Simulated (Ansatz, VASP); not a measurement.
## BaH6Rh: VASP beside Ansatz

```
CELL_PARAMETERS angstrom
0.00000 4.14951 4.14951
4.14951 0.00000 4.14951
4.14951 4.14951 0.00000
ATOMIC_POSITIONS crystal
Ba 0.50000 0.50000 0.50000
H 0.80093 0.19907 0.19907
H 0.19907 0.80093 0.80093
H 0.19907 0.80093 0.19907
H 0.80093 0.19907 0.80093
H 0.19907 0.19907 0.80093
H 0.80093 0.80093 0.19907
Rh 0.00000 0.00000 0.00000
```

Alike in both runs: functional PBE; k mesh 8 × 8 × 8; occupations gaussian, width 0.1 eV; collinear spin.

Ansatz relaxed the structure, and its values are those at the end. VASP's run is a single point on that final structure, the one shown.

```csv
,VASP,Ansatz
version,VASP 6.6.1,Ansatz 0.2.0
potentials or method,"VASP PAW PBE potentials, release 64 (Ba_sv, H, Rh_pv)","scalar-relativistic, plane waves, PAW"
plane-wave cutoff (eV),520,420
valence electrons in the cell,31,33
```

```tsv
	VASP	Ansatz	Ansatz less VASP
gap on the k mesh at the Fermi level (eV)	none	none	-
pressure (GPa)	0.1	0.0	-0.10
rms of the force components (eV/Å)	0.017	0.001	-0.0152
net moment per atom (μB)	0.12	0.12	+0.001
size of the moment on the site where the two differ most (μB)	0.72	0.40	-0.320
```

Site moments also hang on the region over which each program counts them. A gap of «none» marks a metal or a gap that the smearing closes. The two sets of potentials don't hold the same shells in valence.

Spin-orbit coupling is left out, which matters for the levels of Ba.
